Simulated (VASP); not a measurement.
Data:

```yaml
crystal:
  lattice:
    - [0.00000, 2.55920, 2.55920]
    - [2.55920, 0.00000, 2.55920]
    - [2.55920, 2.55920, 0.00000]
  atoms:
    - { symbol: Zr, position: [0.00000, 0.00000, 0.00000] }
    - { symbol: O, position: [0.25000, 0.25000, 0.25000] }
    - { symbol: O, position: [0.75000, 0.75000, 0.75000] }
```

These are PBE GGA, VASP's PBE PAW potentials (set 64) (plane waves; VASP 6.6.1) values and carry that method's errors. Settings: 650 eV cut-off, 7×7×7 Γ-centred mesh, Gaussian smearing of 0.050 eV, potentials Zr_sv O.

Question: Give the elastic stiffness tensor with the ions relaxed (GPa, in the frame of the cell).

Answer: 
```csv
,xx,yy,zz,yz,xz,xy
xx,521,93.8,93.8,0.0,0.0,0.0
yy,93.8,521,93.8,0.0,0.0,0.0
zz,93.8,93.8,521,0.0,0.0,0.0
yz,0.0,0.0,0.0,62.3,0.0,0.0
xz,0.0,0.0,0.0,0.0,62.3,0.0
xy,0.0,0.0,0.0,0.0,0.0,62.3
```

Question: Estimate the Hill bulk modulus, Hill shear modulus, Young's modulus, Poisson's ratio.

Answer: 
```json
{
  "hill_bulk_modulus": "236 GPa",
  "hill_shear_modulus": "105 GPa",
  "Young's modulus": "274 GPa",
  "Poisson's ratio": "0.307"
}
```

The compound is ZrO2 in the fluorite structure, the high-temperature cubic form, which is unstable at 0 K; the monoclinic form is the stable one. It was relaxed first.
